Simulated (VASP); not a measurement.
**BaMn2Bi2: what a Hubbard U does to the moments**

How do the moments of BaMn2Bi2 change with U? The starting structure is a cell with measured lattice constants from the literature and the atomic positions of a computed structure of the Materials Project. The reference starts from antiferromagnetic moments, in one pattern that fits into this cell.

Program: VASP 6.6.1. Level of theory: Kohn-Sham DFT with plane waves and PAW; PBEsol, PBEsol+U (Mn d 1 eV), PBEsol+U (Mn d 2 eV) and PBEsol+U (Mn d 4 eV). Results are calculated unless marked as measured.

### Step 1. The structure

Symmetry: I4/mmm, No. 139, tetragonal system. Conventional cell: a = 4.490 Å, b = 4.490 Å, c = 14.687 Å, α = 90.00°, β = 90.00°, γ = 90.00°. Nearest to Bi lie 4 Mn at 2.83 Å and 4 Ba at 3.73 Å. Nearest to Ba lie 8 Bi at 3.73 Å. Mn has 4 Bi at 2.83 Å nearest. Farther neighbours are not listed.

Structure file:

```
Bi Ba Mn
1.0
     0.00000   -4.49020    0.00000
    -4.49020    0.00000    0.00000
     2.24510   -2.24510   -7.34350
Bi Ba Mn
2 1 2
Direct
  0.63321 0.36679 0.73358
  0.36679 0.63321 0.26642
  0.00000 0.00000 0.00000
  0.75000 0.75000 0.50000
  0.25000 0.25000 0.50000
```

### Step 2. Run with PBEsol

PBEsol restores the gradient expansion of exchange and is tuned for the cells of solids.

INCAR

```
SYSTEM = BaMn2Bi2
PREC = Accurate
ENCUT = 400
EDIFF = 1E-07
NELM = 200
ISMEAR = 1
SIGMA = 0.15
LREAL = .FALSE.
ALGO = Normal
GGA = PS
NBANDS = 43
ISPIN = 2
MAGMOM = 0 0 0 4.8 -4.8
LASPH = .TRUE.
LMAXMIX = 4
LORBIT = 11
LWAVE = .FALSE.
LCHARG = .FALSE.
KPAR = 8
```

POSCAR

```
BaMn2Bi2
1.0
    0.0000000000     -4.4902000000      0.0000000000
   -4.4902000000      0.0000000000      0.0000000000
    2.2451000000     -2.2451000000     -7.3435000000
Bi Ba Mn
2 1 2
Direct
    0.6332120000      0.3667880000      0.7335760000
    0.3667880000      0.6332120000      0.2664240000
    0.0000000000      0.0000000000      0.0000000000
    0.7500000000      0.7500000000      0.5000000000
    0.2500000000      0.2500000000      0.5000000000
```

KPOINTS

```
Automatic mesh
0
Gamma
8 8 8
0 0 0
```

Potentials, in the order of the species: Bi_d, Ba_sv and Mn_pv (PBE family, release 64).

Started as:

```sh
$ mpirun -np 8 vasp_std
```

Output:

```text
[banner, memory and clock lines left out]
running    8 mpi-ranks, on    1 nodes
 distrk:  each k-point on    1 cores,    8 groups
 distr:  one band on    1 cores,    1 groups

 POSCAR found type information on POSCAR BiBaMn
 POSCAR found :  3 types and       5 ions
|                                                                             |
|           W    W    AA    RRRRR   N    N  II  N    N   GGGG   !!!           |
|           W    W   A  A   R    R  NN   N  II  NN   N  G    G  !!!           |
|           W    W  A    A  R    R  N N  N  II  N N  N  G       !!!           |
|           W WW W  AAAAAA  RRRRR   N  N N  II  N  N N  G  GGG   !            |
|           WW  WW  A    A  R   R   N   NN  II  N   NN  G    G                |
|           W    W  A    A  R    R  N    N  II  N    N   GGGG   !!!           |
|                                                                             |
|     For optimal performance we recommend to set                             |
|       NCORE = 2 up to number-of-cores-per-socket                            |
|     NCORE specifies how many cores store one orbital (NPAR=cpu/NCORE).      |
|     This setting can greatly improve the performance of VASP for DFT.       |
|     The default, NCORE=1 might be grossly inefficient on modern             |
|     multi-core architectures or massively parallel machines. Do your        |
|     Unfortunately you need to use the default for GW and RPA                |
|     calculations (for HF NCORE is supported but not extensively tested      |
|     yet).                                                                   |
|                                                                             |

|                                                                             |
|               ----> ADVICE to this user running VASP <----                  |
|                                                                             |
|     You enforced a specific xc type in the INCAR file but a different       |
|     [... a line on the potential file left out ...]
|     I HOPE YOU KNOW WHAT YOU ARE DOING!                                     |
|                                                                             |

 LDA part: xc-table for (Slater+PW92), standard interpolation
 POSCAR, INCAR and KPOINTS ok, starting setup
 FFT: planning ... GRIDC
 FFT: planning ... GRID_SOFT
 FFT: planning ... GRID
 WAVECAR not read
 entering main loop
       N       E                     dE             d eps       ncg     rms          rms(c)
DAV:   1     0.722302990550E+03    0.72230E+03   -0.30640E+04 10327   0.147E+03
DAV:   2     0.441876643144E+02   -0.67812E+03   -0.65591E+03 10285   0.459E+02
DAV:   3    -0.294254639051E+02   -0.73613E+02   -0.71464E+02 11742   0.167E+02
DAV:   4    -0.330230713625E+02   -0.35976E+01   -0.35430E+01 13535   0.376E+01
DAV:   5    -0.332050283862E+02   -0.18196E+00   -0.18166E+00 14804   0.718E+00    0.158E+01
DAV:   6    -0.346391706576E+02   -0.14341E+01   -0.33733E+01 11702   0.397E+01    0.264E+01
DAV:   7    -0.304908857272E+02    0.41483E+01   -0.30580E+01 11490   0.308E+01    0.824E+00
DAV:   8    -0.307937888668E+02   -0.30290E+00   -0.17136E+00 12053   0.607E+00    0.414E+00
DAV:   9    -0.307651139809E+02    0.28675E-01   -0.37049E-01 12457   0.399E+00    0.197E+00
DAV:  10    -0.307632407586E+02    0.18732E-02   -0.16405E-01 13558   0.180E+00    0.155E+00
DAV:  11    -0.307658628850E+02   -0.26221E-02   -0.42237E-02 11143   0.158E+00    0.658E-01
DAV:  12    -0.307670850351E+02   -0.12222E-02   -0.82348E-03 12319   0.512E-01    0.146E-01
DAV:  13    -0.307672927688E+02   -0.20773E-03   -0.11194E-03 11183   0.164E-01    0.583E-02
DAV:  14    -0.307673208112E+02   -0.28042E-04   -0.12153E-04 14810   0.775E-02    0.237E-02
DAV:  15    -0.307673273048E+02   -0.64937E-05   -0.22406E-05 12532   0.226E-02    0.188E-02
DAV:  16    -0.307673285670E+02   -0.12622E-05   -0.23012E-06 10777   0.126E-02    0.579E-03
DAV:  17    -0.307673290287E+02   -0.46171E-06   -0.22869E-06  9409   0.929E-03    0.314E-03
DAV:  18    -0.307673288242E+02    0.20446E-06   -0.35116E-07  9977   0.312E-03    0.268E-03
DAV:  19    -0.307673287939E+02    0.30308E-07   -0.45732E-08  6016   0.191E-03
   1 F= -.30767329E+02 E0= -.30768155E+02  d E =0.247937E-02  mag=    -0.0000
```

It took 2.5 min on 8 MPI ranks of Intel Xeon Platinum 8488C (Sapphire Rapids), shared host; peak memory 4.2 GiB; 20 min of CPU time.

Lines that name or quote the potential files are left out of all logs, and their timing lines are given in words.

From OUTCAR (step 2):

```text
ion  position               nearest neighbor table
   1  0.633  0.367  0.734-   5 2.83   4 2.83   5 2.83   4 2.83   3 3.73   3 3.73   3 3.73   3 3.73
                             2 3.91
   2  0.367  0.633  0.266-   5 2.83   4 2.83   5 2.83   4 2.83   3 3.73   3 3.73   3 3.73   3 3.73
                             1 3.91
   3  0.000  0.000  0.000-   1 3.73   1 3.73   2 3.73   1 3.73   2 3.73   1 3.73   2 3.73   2 3.73

  LATTYP: Found a body centered tetragonal cell.
 ALAT       =     4.4902000000
 C/A-ratio  =     3.2709010734

 Subroutine GETGRP returns: Found 16 space group operations
 (whereof 16 operations were pure point group operations)

The static configuration has the point symmetry D_4h.

 Found     59 irreducible k-points:

   k-points           NKPTS =     59   k-points in BZ     NKDIM =     59   number of bands    NBANDS=     43

   dimension x,y,z NGX =    30 NGY =   30 NGZ =   54
   dimension x,y,z NGXF=    60 NGYF=   60 NGZF=  108

   ENCUT  =  400.0 eV  29.40 Ry    5.42 a.u.   7.32  7.32 13.05*2*pi/ulx,y,z

   NELECT =      66.0000    total number of electrons

 k-points in reciprocal lattice and weights: Automatic mesh
   0.00000000  0.00000000  0.00000000       0.002
   0.12500000  0.00000000  0.00000000       0.016
   0.25000000  0.00000000  0.00000000       0.016
   0.37500000  0.00000000  0.00000000       0.016
   0.50000000  0.00000000  0.00000000       0.008
   0.12500000  0.12500000  0.00000000       0.008
   0.25000000  0.12500000  0.00000000       0.031
   0.37500000  0.12500000  0.00000000       0.031
   0.50000000  0.12500000  0.00000000       0.031
[...]
-0.12500000  0.12500000  0.37500000       0.008
   0.00000000  0.00000000  0.50000000       0.002

 average (electrostatic) potential at core
       1-104.6919       2-104.6919       3 -35.3321       4 -69.3677       5 -69.3677

 E-fermi :   5.3243

 spin component 1
 k-point     1 :       0.0000    0.0000    0.0000
  band No.  band energies     occupation
    ...
     29       3.7799      1.00000
     30       3.7799      1.00000
     31       5.0543      1.01445
     32       5.0543      1.01445
     33       5.2756      0.75911
     34       5.6565     -0.00376
     35       5.7929     -0.00005
     36       6.3555     -0.00000
     37       6.4044     -0.00000
     38       7.0892     -0.00000
    ...

 k-point     2 :       0.1250    0.0000    0.0000
  band No.  band energies     occupation
    ...
     29       3.4141      1.00000
     30       3.8650      1.00000
     31       4.4069      1.00000
     32       4.9941      1.00396
     33       5.1941      1.00535
     34       5.8233     -0.00001
     35       5.9424     -0.00000
     36       6.4119     -0.00000
     37       6.5347     -0.00000
     38       7.1642     -0.00000
    ...

 k-point     3 :       0.2500    0.0000    0.0000
  band No.  band energies     occupation
    ...
     29       2.9162      1.00000
     30       3.7715      1.00000
     31       4.0598      1.00000
     32       4.8476      1.00003
     33       4.9377      1.00082
     34       5.9688     -0.00000
     35       6.0587     -0.00000
     36       6.4670     -0.00000
     37       6.7704     -0.00000
     38       6.9077     -0.00000
    ...

 k-point     4 :       0.3750    0.0000    0.0000
  band No.  band energies     occupation
    ...
     29       2.7881      1.00000
     30       3.6034      1.00000
     31       4.2209      1.00000
     32       4.5888      1.00000
     33       4.7320      1.00000
     34       5.8557     -0.00000
     35       6.1685     -0.00000
     36       6.4316     -0.00000
     37       6.7072     -0.00000
     38       6.9608     -0.00000
    ...

 k-point     5 :       0.5000    0.0000    0.0000
  band No.  band energies     occupation
    ...
     29       2.7297      1.00000
     30       3.6838      1.00000
     31       4.2616      1.00000
     32       4.3513      1.00000
     33       4.7124      1.00000
     34       5.7619     -0.00015
     35       6.1911     -0.00000
     36       6.3646     -0.00000
     37       6.6298     -0.00000
     38       7.1877     -0.00000
    ...

 k-point     6 :       0.1250    0.1250    0.0000
  band No.  band energies     occupation
    ...
     29       3.3557      1.00000
     30       3.6739      1.00000
     31       4.3586      1.00000
     32       4.5157      1.00000
     33       5.2485      0.87288
     34       5.9194     -0.00000
     35       5.9875     -0.00000
     36       6.4078     -0.00000
     37       6.6161     -0.00000
     38       7.2168     -0.00000
    ...

  Total       -2.8150157     -2.8150157     -3.0575680      0.0000000      0.0000000      0.0000000
  in kB      -30.4618966    -30.4618966    -33.0866075      0.0000000      0.0000000      0.0000000
  external PRESSURE =     -31.3368002 kB  Pullay stress =       0.0000000 kB

  energy-cutoff  :      400.00
  volume of cell :      148.06
      direct lattice vectors                 reciprocal lattice vectors
     0.000000000 -4.490200000  0.000000000     0.000000000 -0.222707229  0.068087424
    -4.490200000  0.000000000  0.000000000    -0.222707229  0.000000000 -0.068087424
     2.245100000 -2.245100000 -7.343500000     0.000000000  0.000000000 -0.136174849

 POSITION                                       TOTAL-FORCE (eV/Angst)
 -----------------------------------------------------------------------------------
      0.00000     -4.49020     -5.38702        -0.000000     -0.000000      0.266860
     -2.24510     -2.24510     -1.95648        -0.000000     -0.000000     -0.266860
      0.00000      0.00000      0.00000        -0.000000     -0.000000      0.000000
     -2.24510     -4.49020     -3.67175         0.000000     -0.000000      0.000000
      0.00000     -2.24510     -3.67175         0.000000      0.000000      0.000000
 -----------------------------------------------------------------------------------
    total drift:                                0.000000     -0.000000     -0.000000

  FREE ENERGIE OF THE ION-ELECTRON SYSTEM (eV)
  ---------------------------------------------------
  free  energy   TOTEN  =       -30.7673287939 eV

  energy  without entropy=      -30.7698081609  energy(sigma->0) =      -30.76815525

 total charge
# of ion       s       p       d       tot
------------------------------------------
    1        1.438   1.656   9.898  12.991
    2        1.438   1.656   9.898  12.991
    3        2.005   5.578   0.277   7.860
    4        0.265   6.183   4.958  11.406
    5        0.265   6.183   4.958  11.406
--------------------------------------------------
tot          5.410  21.255  29.990  56.654

 magnetization (x)
# of ion       s       p       d       tot
------------------------------------------
    1        0.000   0.000   0.000   0.000
    2        0.000   0.000   0.000   0.000
    3        0.000   0.000   0.000   0.000
    4        0.049   0.046   3.764   3.859
    5       -0.049  -0.046  -3.764  -3.859
--------------------------------------------------
tot         -0.000   0.000   0.000  -0.000

[... 1 further part left out ...]
```

The PAW data sets were made with PBE, which is usual practice but a small mismatch for other functionals. At this level the cell is under a tension of 3.1 GPa, so at these settings it is away from equilibrium. Methfessel-Paxton smearing is not meant for a cell with a gap.

PBEsol: the moments inside the Mn spheres have a mean size of 3.86 μB, and the cell carries 0.00 μB, with a gap of 0.16 eV on the mesh.

### Step 3. Run with PBEsol+U (Mn d 1 eV)

The U is chosen by hand, not computed for this crystal, and pushes the named shell towards whole occupations. Against step 2 the input has LDAU = .TRUE., LDAUTYPE = 2, LDAUL = -1 -1 2, LDAUU = 0 0 1, LDAUJ = 0 0 0 and LDAUPRINT = 1.

INCAR, as its differences from that of step 2:

```diff
@@ -13,2 +13,8 @@
 MAGMOM = 0 0 0 4.8 -4.8
+LDAU = .TRUE.
+LDAUTYPE = 2
+LDAUL = -1 -1 2
+LDAUU = 0 0 1
+LDAUJ = 0 0 0
+LDAUPRINT = 1
 LASPH = .TRUE.
```

POSCAR is that of step 2.

KPOINTS is that of step 2.

Started as:

```sh
$ mpirun -np 8 vasp_std
```

Output:

```text
[banner, memory and clock lines left out]
running    8 mpi-ranks, on    1 nodes
[...]
[... a notice as in an earlier step ...]

 [... a notice as in an earlier step ...]

 LDA part: xc-table for (Slater+PW92), standard interpolation
 POSCAR, INCAR and KPOINTS ok, starting setup
[...]
entering main loop
       N       E                     dE             d eps       ncg     rms          rms(c)
DAV:   1     0.724354575590E+03    0.72435E+03   -0.30646E+04 10327   0.147E+03
DAV:   2     0.455710328319E+02   -0.67878E+03   -0.65662E+03 10309   0.459E+02
DAV:   3    -0.279668303166E+02   -0.73538E+02   -0.71431E+02 11686   0.167E+02
DAV:   4    -0.315468990441E+02   -0.35801E+01   -0.35296E+01 13479   0.376E+01
[...]
DAV:  17    -0.297717532864E+02    0.28679E-06   -0.64431E-07  9759   0.649E-03    0.205E-03
DAV:  18    -0.297717534027E+02   -0.11635E-06   -0.10699E-07  7131   0.201E-03    0.116E-03
DAV:  19    -0.297717534120E+02   -0.92678E-08   -0.39001E-08  6025   0.178E-03
   1 F= -.29771753E+02 E0= -.29772308E+02  d E =0.166432E-02  mag=     0.0000
```

Wall time 2.2 min (8 MPI ranks); peak memory 4.2 GiB; 18 min of CPU time.

OUTCAR, selected parts (step 3):

```text
  Total       -1.5769403     -1.5769403     -1.8285793      0.0000000     -0.0000000     -0.0000000
  in kB      -17.0644131    -17.0644131    -19.7874535      0.0000000     -0.0000000     -0.0000000
  external PRESSURE =     -17.9720933 kB  Pullay stress =       0.0000000 kB

 POSITION                                       TOTAL-FORCE (eV/Angst)
 -----------------------------------------------------------------------------------
      0.00000     -4.49020     -5.38702        -0.000000     -0.000000     -0.007829
     -2.24510     -2.24510     -1.95648        -0.000000     -0.000000      0.007829
      0.00000      0.00000      0.00000        -0.000000     -0.000000     -0.000000
     -2.24510     -4.49020     -3.67175        -0.000000     -0.000000     -0.000000
      0.00000     -2.24510     -3.67175         0.000000      0.000000     -0.000000
 -----------------------------------------------------------------------------------
    total drift:                                0.000000     -0.000000     -0.000000

  FREE ENERGIE OF THE ION-ELECTRON SYSTEM (eV)
  ---------------------------------------------------
  free  energy   TOTEN  =       -29.7717534120 eV

  energy  without entropy=      -29.7734177304  energy(sigma->0) =      -29.77230818

 magnetization (x)
# of ion       s       p       d       tot
------------------------------------------
    1        0.000   0.000   0.000   0.000
    2        0.000   0.000   0.000   0.000
    3        0.000   0.000   0.000   0.000
    4        0.051   0.050   3.959   4.060
    5       -0.051  -0.050  -3.959  -4.060
--------------------------------------------------
tot          0.000   0.000   0.000   0.000

[... 2 parts as in an earlier step ...]

[... 1 further part left out ...]
[key lines of the parts left out:]
E-fermi :   5.3489
```

PBEsol+U (Mn d 1 eV): the moments inside the Mn spheres have a mean size of 4.06 μB, and the cell carries 0.00 μB, with a gap of 0.23 eV on the mesh.

### Step 4. Run with PBEsol+U (Mn d 2 eV)

Against step 2 the input has LDAU = .TRUE., LDAUTYPE = 2, LDAUL = -1 -1 2, LDAUU = 0 0 2, LDAUJ = 0 0 0 and LDAUPRINT = 1.

INCAR, as its differences from that of step 3:

```diff
@@ -16,3 +16,3 @@
 LDAUL = -1 -1 2
-LDAUU = 0 0 1
+LDAUU = 0 0 2
 LDAUJ = 0 0 0
```

POSCAR is that of step 3.

KPOINTS is that of step 3.

Started as:

```sh
$ mpirun -np 8 vasp_std
```

Output:

```text
[... set-up lines as in an earlier step ...]
 entering main loop
       N       E                     dE             d eps       ncg     rms          rms(c)
DAV:   1     0.726364241104E+03    0.72636E+03   -0.30653E+04 10327   0.147E+03
DAV:   2     0.470089321171E+02   -0.67936E+03   -0.65718E+03 10309   0.460E+02
DAV:   3    -0.265444936235E+02   -0.73553E+02   -0.71500E+02 11648   0.168E+02
DAV:   4    -0.301135343372E+02   -0.35690E+01   -0.35228E+01 13453   0.377E+01
[...]
DAV:  15    -0.289099558381E+02   -0.44482E-05   -0.75615E-06 12831   0.211E-02    0.879E-03
DAV:  16    -0.289099560845E+02   -0.24640E-06   -0.16655E-06 10010   0.731E-03    0.276E-03
DAV:  17    -0.289099559910E+02    0.93531E-07   -0.26297E-07 10033   0.369E-03
   1 F= -.28909956E+02 E0= -.28910419E+02  d E =0.138945E-02  mag=     0.0000
```

The job ended after 2.2 min (8 MPI ranks; peak memory 4.2 GiB; 17 min of CPU time).

(Continued in part 2 of 2.)

[Lines on the potential files, build, host, timing and source positions are cut from VASP's logs without a mark.]

[Logs are printed without paths, hosts, clocks, repeated set-up lines and the standing remarks that a program may print on its own settings, such as how far it seeks lower states.]

[Hosts, paths, dates, database ids (printed as entryN), source tags and the programs' standing remarks are cut or masked in the printed files.]
